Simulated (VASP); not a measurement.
Here is the system:

```
CELL_PARAMETERS angstrom
      1.82877    -3.16752     0.00000
      1.82877     3.16752     0.00000
      0.00000     0.00000     5.82585
ATOMIC_POSITIONS crystal
  Zr 0.00000 0.00000 0.00000
  S  0.33333 0.66667 0.25011
  S  0.66667 0.33333 0.74989
```

Calculation: optB86b-vdW, VASP's PBE PAW potentials (set 64) (plane waves; VASP). Settings: 520 eV cut-off, Gaussian smearing of 0.050 eV, potentials Zr_sv S.

Q: Give the energies of bands 7 to 15 at the high-symmetry points, in eV from the valence-band maximum.

A: 
| band | Γ | M | K | A | L | H |
|---|---|---|---|---|---|---|
| 7 | -4.58 | -4.47 | -3.57 | -3.37 | -4.60 | -3.63 |
| 8 | -2.86 | -2.65 | -3.47 | -2.81 | -3.38 | -3.63 |
| 9 | -2.86 | -2.60 | -3.47 | -2.81 | -2.73 | -3.13 |
| 10 | -0.17 | -2.55 | -2.19 | -1.96 | -2.40 | -2.17 |
| 11 | -0.17 | -1.99 | -2.19 | -0.34 | -1.02 | -1.89 |
| 12 | 0.00 | -1.34 | -1.51 | -0.34 | -0.82 | -1.89 |
| 13 | 1.47 | 0.97 | 2.13 | 1.43 | 0.78 | 2.24 |
| 14 | 1.47 | 3.18 | 3.09 | 1.43 | 3.17 | 2.73 |
| 15 | 2.20 | 3.50 | 3.09 | 2.58 | 3.49 | 2.73 |

The gap is indirect, 0.78 eV, from the valence maximum at K-Γ at 0.89 to the conduction minimum at L.

Measured: gap 1.70 eV (computed value off by -0.92 eV), as given by Miłosz Rybak et al., Nanomaterials (2022), arXiv:2210.12074.

The compound is ZrS2 in the 1T layered structure. It was relaxed first.
